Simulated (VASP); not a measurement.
Data:

```xyz
5
Lattice="1.9597 -3.3943 0.0000 1.9597 3.3943 0.0000 0.0000 0.0000 6.1050" Properties=species:S:1:pos:R:3 pbc="T T T"
La     1.9597     1.1314     1.5008
La     1.9597    -1.1314     4.6043
O      0.0000     0.0000     0.0000
O      1.9597     1.1314     3.9452
O      1.9597    -1.1314     2.1598
```

Computed with PBE GGA with D3 dispersion (zero damping), VASP's PBE PAW potentials (set 64) (plane waves; VASP). Settings: 520 eV cut-off, 7×7×4 Γ-centred mesh, tetrahedra with Blöchl corrections, potentials La O.

The cores are frozen, which limits the accuracy of field gradients.

Task: Give the principal components of the electric field gradient (V/Å²) and the asymmetry η at each nucleus.

Result: 
```json
[
 {"atom": "La1", "Vxx": "-57.9", "Vyy": "-57.9", "Vzz": "115.9", "η": "0.00"},
 {"atom": "La2", "Vxx": "-57.9", "Vyy": "-57.9", "Vzz": "115.9", "η": "0.00"},
 {"atom": "O3", "Vxx": "4.5", "Vyy": "4.5", "Vzz": "-9.0", "η": "0.00"},
 {"atom": "O4", "Vxx": "-4.5", "Vyy": "-4.5", "Vzz": "9.1", "η": "0.00"},
 {"atom": "O5", "Vxx": "-4.5", "Vyy": "-4.5", "Vzz": "9.1", "η": "0.00"}
]
```

The compound is La2O3 in the a-type structure. It was relaxed first.
